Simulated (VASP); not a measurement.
Consider the following.

```yaml
crystal:
  lattice:
    - [1.38000, -2.39023, 0.00000]
    - [1.38000, 2.39023, 0.00000]
    - [0.00000, 0.00000, 4.46000]
  atoms:
    - { symbol: Re, position: [0.33333, 0.66667, 0.25000] }
    - { symbol: Re, position: [0.66667, 0.33333, 0.75000] }
```

Calculation: PBE GGA, VASP's PBE PAW potentials (set 64) (plane waves; VASP). Numerical set-up: 400 eV cut-off, 14×14×8 Γ-centred mesh, first-order Methfessel-Paxton smearing of 0.10 eV, potentials Re.

Unless said otherwise, spin-orbit coupling is left out, though it shifts the bands of the heavy elements here.

Problem. Predict the energy per atom (σ→0), pressure, band gap (on the k-mesh) with the smallest direct gap where there is one.

Solution. 
| Quantity | Value |
|---|---|
| band gap (on the k-mesh) | none (metal, semimetal or under 0.01 eV) |
| energy per atom (σ→0) | -1198.6 kJ/mol of atoms |
| pressure | 57.3 kbar |

Total energies compare only between runs with the same potentials, cut-off and functional.

The compound is Re in the hcp structure. The cell was not relaxed at this level.
